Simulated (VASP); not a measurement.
Bi7Sb:

```
CELL_PARAMETERS angstrom
9.01496 0.00000 0.00000
4.50748 -7.80718 0.00000
4.50748 -2.60239 -7.82820
ATOMIC_POSITIONS crystal
Sb 0.11700 0.61700 0.14900
Sb 0.61700 0.11700 0.64900
Bi 0.11700 0.11700 0.14900
Bi 0.11700 0.61700 0.64900
Bi 0.11700 0.11700 0.64900
Bi 0.61700 0.61700 0.14900
Bi 0.61700 0.11700 0.14900
Bi 0.61700 0.61700 0.64900
Bi 0.38300 0.88300 0.35100
Bi 0.38300 0.38300 0.35100
Bi 0.38300 0.88300 0.85100
Bi 0.38300 0.38300 0.85100
Bi 0.88300 0.88300 0.35100
Bi 0.88300 0.38300 0.35100
Bi 0.88300 0.88300 0.85100
Bi 0.88300 0.38300 0.85100
```

The cell was built by a generator and needn't be a form met in nature.

```yaml
Program: VASP 6.6.1
Task: relaxation of cell and atoms
Functional: PBE
Dispersion: D3(BJ)
Potentials_or_basis: VASP PAW PBE potentials, release 64 (Sb, Bi_d)
Cutoff: 600 eV
k_mesh: 6 × 6 × 4
Occupations: gaussian, width 0.03 eV
Spin: no spin polarisation
```

At the start: pressure 0.1 GPa; volume 34.43 Å³/atom.

Task: Where does the relaxation end?

Result: Over 10 steps the energy falls by 5.5 meV/atom and the volume is 34.06 Å³/atom (-1.1 %); space group R3m (No. 160, to 0.05 Å).

The path:
```
step  energy change (eV)  largest force (eV/Å)  pressure (GPa)  volume (Å³)
   1              0.0000                0.3223            0.14       550.96
   2             -0.0473                0.1608           -0.32       553.39
   3             -0.0586                0.0812           -0.66       555.35
   4             -0.0832                0.0250           -0.06       547.06
   5             -0.0834                0.0369            0.01       546.19
   6             -0.0851                0.0357            0.00       545.94
   7             -0.0873                0.0330            0.00       545.32
   8             -0.0875                0.0319            0.00       545.07
   9             -0.0877                0.0177           -0.01       545.04
  10             -0.0878                0.0092           -0.03       545.01
```

Final structure:
```
CELL_PARAMETERS angstrom
9.01777 0.00000 0.00000
4.50888 -7.80962 0.00000
4.50888 -2.60321 -7.73888
ATOMIC_POSITIONS crystal
Sb 0.11697 0.61697 0.14910
Sb 0.61697 0.11697 0.64910
Bi 0.11860 0.11902 0.14335
Bi 0.11902 0.61902 0.64335
Bi 0.11902 0.11860 0.64335
Bi 0.61902 0.61860 0.14335
Bi 0.61902 0.11902 0.14335
Bi 0.61860 0.61902 0.64335
Bi 0.38131 0.88131 0.35608
Bi 0.37766 0.38371 0.35492
Bi 0.38371 0.88371 0.85492
Bi 0.38371 0.37766 0.85492
Bi 0.88371 0.87766 0.35492
Bi 0.88371 0.38371 0.35492
Bi 0.87766 0.88371 0.85492
Bi 0.88131 0.38131 0.85608
```

Caveat: pairwise dispersion overbinds metals, which lowers pressure and volume.
